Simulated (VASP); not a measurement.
Method: PBE GGA, VASP's PBE PAW potentials (set 64) (plane waves; VASP).

VASP input:

**INCAR**
```
SYSTEM = SrTiO3
PREC = Accurate
ENCUT = 480
EDIFF = 1E-6
NELM = 100
ALGO = Normal
LREAL = .FALSE.
LASPH = .TRUE.
ISMEAR = 0
SIGMA = 0.05
GGA = PE
LMAXMIX = 4
LWAVE = .FALSE.
LCHARG = .FALSE.
IBRION = 2
ISIF = 3
NSW = 60
EDIFFG = -0.01
```

**KPOINTS**
```
Automatic mesh
0
Gamma
6 6 6
0 0 0
```

POSCAR:
```
SrTiO3
1.0
  3.9457334171   0.0000000000   0.0000000000
  0.0000000000   3.9457334171   0.0000000000
  0.0000000000   0.0000000000   3.9457334171
Sr Ti O
1 1 3
Cart
  0.0000000000   0.0000000000   0.0000000000
  1.9728667086   1.9728667086   1.9728667086
  1.9728667086   0.0000000000   1.9728667086
  0.0000000000   1.9728667086   1.9728667086
  1.9728667086   1.9728667086   0.0000000000
```

POTCAR, in this order: Sr_sv Ti O (PBE.64 set). Program: vasp_std.

What VASP printed:

### OSZICAR
```
       N       E                     dE             d eps       ncg     rms          rms(c)
DAV:   1     0.303070919014E+03    0.30307E+03   -0.14833E+04   800   0.150E+03
DAV:   2    -0.217382652110E+02   -0.32481E+03   -0.31454E+03  1160   0.353E+02
DAV:   3    -0.493438848361E+02   -0.27606E+02   -0.27469E+02   936   0.122E+02
DAV:   4    -0.503526170002E+02   -0.10087E+01   -0.10077E+01  1352   0.220E+01
DAV:   5    -0.503689033905E+02   -0.16286E-01   -0.16270E-01   992   0.231E+00    0.337E+01
DAV:   6    -0.399186339883E+02    0.10450E+02   -0.60124E+01  1020   0.501E+01    0.154E+01
DAV:   7    -0.399506944976E+02   -0.32061E-01   -0.93594E+00  1064   0.226E+01    0.127E+01
DAV:   8    -0.397325011337E+02    0.21819E+00   -0.16549E+00   940   0.129E+01    0.225E+00
DAV:   9    -0.396893158823E+02    0.43185E-01   -0.27400E-01  1044   0.454E+00    0.557E-01
DAV:  10    -0.396869145322E+02    0.24014E-02   -0.36492E-02  1068   0.129E+00    0.613E-01
DAV:  11    -0.396851001678E+02    0.18144E-02   -0.19163E-02   884   0.150E+00    0.240E-01
DAV:  12    -0.396846721021E+02    0.42807E-03   -0.33609E-03   956   0.519E-01    0.726E-02
DAV:  13    -0.396846743027E+02   -0.22005E-05   -0.19968E-04  1136   0.112E-01    0.313E-02
DAV:  14    -0.396846641949E+02    0.10108E-04   -0.33955E-05   892   0.600E-02    0.889E-03
DAV:  15    -0.396846643093E+02   -0.11446E-06   -0.99071E-06   956   0.193E-02
   1 F= -.39684664E+02 E0= -.39684664E+02  d E =-.396847E+02
       N       E                     dE             d eps       ncg     rms          rms(c)
DAV:   1    -0.396851465143E+02   -0.48232E-03   -0.10740E-02   840   0.835E-01    0.192E-01
DAV:   2    -0.396848422639E+02    0.30425E-03   -0.29906E-03  1148   0.483E-01    0.147E-01
DAV:   3    -0.396846953678E+02    0.14690E-03   -0.57215E-04   972   0.243E-01    0.473E-02
DAV:   4    -0.396846752621E+02    0.20106E-04   -0.77104E-05  1112   0.542E-02    0.376E-02
DAV:   5    -0.396846752275E+02    0.34659E-07   -0.63001E-06  1252   0.138E-02
   2 F= -.39684675E+02 E0= -.39684675E+02  d E =-.109181E-04
```

### OUTCAR
```
------------------------ aborting loop because EDIFF is reached ----------------------------------------
  FORCE on cell =-STRESS in cart. coord.  units (eV):
  Direction    XX          YY          ZZ          XY          YZ          ZX
  --------------------------------------------------------------------------------------
  Total       -0.0398381     -0.0398381     -0.0398381      0.0000000      0.0000000      0.0000000
  in kB       -1.0374693     -1.0374693     -1.0374693      0.0000000      0.0000000      0.0000000
  external PRESSURE =      -1.0374693 kB  Pullay stress =       0.0000000 kB
  volume of cell :       61.52
      direct lattice vectors                 reciprocal lattice vectors
     3.947704781  0.000000000  0.000000000     0.253311748  0.000000000 -0.000000000
    -0.000000000  3.947704781 -0.000000000    -0.000000000  0.253311748  0.000000000
     0.000000000 -0.000000000  3.947704781    -0.000000000  0.000000000  0.253311748
 POSITION                                       TOTAL-FORCE (eV/Angst)
 -----------------------------------------------------------------------------------
      0.00000      0.00000      0.00000         0.000000      0.000000      0.000000
      1.97385      1.97385      1.97385         0.000000      0.000000      0.000000
      1.97385     -0.00000      1.97385         0.000000     -0.000000      0.000000
      0.00000      1.97385      1.97385        -0.000000     -0.000000      0.000000
      1.97385      1.97385     -0.00000         0.000000      0.000000      0.000000
 -----------------------------------------------------------------------------------
    total drift:                                0.000000      0.000000      0.000000
  FREE ENERGIE OF THE ION-ELECTRON SYSTEM (eV)
  ---------------------------------------------------
  free  energy   TOTEN  =       -39.6846752275 eV

  energy  without entropy=      -39.6846752275  energy(sigma->0) =      -39.68467523

 reached required accuracy - stopping structural energy minimisation
```
(Selected blocks of OUTCAR.)

**CONTCAR**
```
SrTiO3
   1.00000000000000
     3.9477047810439188    0.0000000000000000    0.0000000000000000
    -0.0000000000000000    3.9477047810439188   -0.0000000000000000
     0.0000000000000000   -0.0000000000000000    3.9477047810439188
  Sr              Ti              O
     1     1     3
Direct
     0.0000000000000000    0.0000000000000000    0.0000000000000000
     0.5000000000000000    0.5000000000000000    0.5000000000000000
     0.5000000000000000    0.0000000000000000    0.5000000000000000
     0.0000000000000000    0.5000000000000000    0.5000000000000000
     0.5000000000000000    0.5000000000000000    0.0000000000000000
```

The compound is SrTiO3 in the cubic perovskite structure, the ideal cubic form; the compound distorts at low or room temperature. This run relaxes it. Symmetry was kept, so distortions that lower it aren't found. The start is the result of an earlier pass.
